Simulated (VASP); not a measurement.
Input for VASP

INCAR:
```
SYSTEM=Sc
PREC=Accurate; ENCUT=400; LREAL=.False.
LASPH=.True.
EDIFF=1E-7; NELM=100; ALGO=Normal
LMAXMIX=4
ISMEAR=-5
GGA=PS
ISIF=2
LWAVE=.False.; LCHARG=.True.; LORBIT=11
NEDOS=601
```

**KPOINTS**
```
kpoints
0
G
 16 16 16
0 0 0
```

POSCAR:
```
Sc
1
   -1.8133050131     1.8133050131     1.8133050131
    1.8133050131    -1.8133050131     1.8133050131
    1.8133050131     1.8133050131    -1.8133050131
Sc
1
Direct
  0.0000000000   0.0000000000   0.0000000000
```

POTCAR, in this order: Sc_sv (PBE.64 set). Program: vasp_std.

Problem. Translate this PBEsol calculation to Quantum ESPRESSO's pw.x.

Solution. One equivalent input (not run):
```
&CONTROL
  calculation = 'scf'
  pseudo_dir = './pseudo'
  outdir = './out'
  tprnfor = .true.
  tstress = .true.
/
&SYSTEM
  ibrav = 0
  nat = 1
  ntyp = 1
  ecutwfc = 78
  occupations = 'tetrahedra'
  input_dft = 'pbesol'
/
&ELECTRONS
  conv_thr = 7.3e-09
  electron_maxstep = 100
/
ATOMIC_SPECIES
  Sc 44.956 Sc.upf
CELL_PARAMETERS angstrom
    -1.8133050    1.8133050    1.8133050
     1.8133050   -1.8133050    1.8133050
     1.8133050    1.8133050   -1.8133050
ATOMIC_POSITIONS crystal
  Sc   0.0000000  0.0000000  0.0000000
K_POINTS automatic
  16 16 16 0 0 0
```
The two are equivalent in intent, not identical: the potentials are each code's own (VASP's PAW set, PseudoDojo norm-conserving files in pw.x), so ENCUT and ecutwfc are chosen apart and not converted; conv_thr bounds pw.x's estimated SCF error, while EDIFF bounds the energy change between steps.

The structure was generated: Sc was put into the bcc type (Im-3m), which need not be its known phase. It was relaxed first.
